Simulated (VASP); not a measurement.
Set up this calculation in VASP 6.6.1, as the native input.

| Quantity | Value |
| --- | --- |
| Task | single point |
| Functional | LDA |
| Potentials or basis | VASP PAW PBE potentials, release 64 (Pm, Se) |
| Cutoff | 520 eV |
| k mesh | 5 × 5 × 5 |
| Occupations | gaussian, width 0.05 eV |
| Spin | collinear spin, ferromagnetic start |
| Starting moments | [4.0, 0.0] μB |
| Hubbard terms | Pm f U = 6 eV |
| Further INCAR settings | ALGO = Fast; EDIFF = 1e-06; NBANDS = 22 |

The structure of PmSe lies in POSCAR:

```
PmSe
1.0
    0.0000000000      3.2231904100      3.2231904100
    3.2231904100      0.0000000000      3.2231904100
    3.2231904100      3.2231904100      0.0000000000
Pm Se
1 1
Direct
    0.0000000000      0.0000000000      0.0000000000
    0.2500000000      0.2500000000      0.2500000000
```

The cell comes from a database or a generator and needn't be the stable form of this composition.

The input as run:

INCAR

```
  PREC = Accurate
  ENCUT = 520
  EDIFF = 1E-6
  ISMEAR = 0
  SIGMA = 0.05
  LREAL = F
  LASPH = T
  NELM = 100
  ALGO = Fast
  ISIF = 2
  LWAVE = F
  LCHARG = F
  ISPIN = 2
  MAGMOM = 4 0
  LORBIT = 11
  LMAXMIX = 6
  LDAU = T
  LDAUTYPE = 2
  LDAUL = 3 -1
  LDAUU = 6 0
  LDAUJ = 0 0
  LDAUPRINT = 1
  GGA = CA
  NBANDS = 22
```

KPOINTS

```
regular mesh
0
Gamma
  5 5 5
```

Potentials or basis: VASP PAW PBE potentials, release 64 (Pm, Se).

Command:

```sh
$ cat potpaw_PBE.64/Pm/POTCAR potpaw_PBE.64/Se/POTCAR > POTCAR
$ mpirun -np 1 vasp_std > vasp.out
```

It gave:

The pressure is 1.7 GPa. The band gap on the k mesh is none (metal or under the smearing width). The net moment is 4.67 μB per cell and the site moments are Pm +4.34; Se -0.03 μB. The valence electrons inside the program's atomic spheres are Pm 12.34; Se 3.96.

Caveat: the magnetic or orbital state may not be the lowest; the PAW data sets were made with another functional, which shifts forces and pressure a little; spin-orbit coupling is left out, which moves the levels of the heavy elements.

Run time: 2.8 min on 1 thread of Intel(R) Xeon(R) Platinum 8375C CPU @ 2.90GHz (Ice Lake), on a shared host, peak memory 0.22 GiB.
